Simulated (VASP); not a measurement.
Calculation: PBEsol GGA, VASP's PBE PAW potentials (set 64) (plane waves; VASP).

A VASP calculation is set up with these files.

File POSCAR:
```
SnO
1
    3.8112905667     0.0000000000     0.0000000000
    0.0000000000     3.8112905667     0.0000000000
    0.0000000000     0.0000000000     4.7301221257
Sn O
2 2
Direct
  0.5000000000   0.0000000000   0.2438735449
  1.0000000000   0.5000000000   0.7561264551
  1.0000000000   0.0000000000   0.0000000000
  0.5000000000   0.5000000000   0.0000000000
```

### INCAR
```
ENCUT = 520
LWAVE = .FALSE.
NEDOS = 601   ! DOS grid
GGA = PS
SYSTEM = SnO
LMAXMIX = 4
LORBIT = 11   ! lm-projected
ISMEAR = -5   ! tetrahedra, Bloechl
NELM = 100   ! most electronic steps
ISIF = 2   ! forces and stress, cell fixed
LREAL = .FALSE.   ! projection in real space or not
ALGO = Normal   ! blocked Davidson
LEFG = .TRUE.
LCHARG = .TRUE.
EDIFF = 1E-7   ! SCF stop (eV)
PREC = Accurate
LASPH = .TRUE.
```

File KPOINTS:
```
Automatic mesh
0
Gamma
7 7 5
0 0 0
```

POTCAR, in this order: Sn_d O (PBE.64 set). Program: vasp_std.

**Question.** What will the output report for the number of irreducible k-points (NKPTS), number of bands (NBANDS), largest plane-wave count, number of space-group operations, FFT grid (NGX, NGY, NGZ)?

**Answer.** 
- number of irreducible k-points (NKPTS) = 30
- number of bands (NBANDS) = 24
- largest plane-wave count = 1868
- number of space-group operations = 16
- FFT grid (NGX, NGY, NGZ) = 28 × 28 × 36

The structure comes from a measured SnO entry (P4/nmm) of the Crystallography Open Database, whose conditions weren't checked. It was relaxed first, which changed the volume by -5 %.
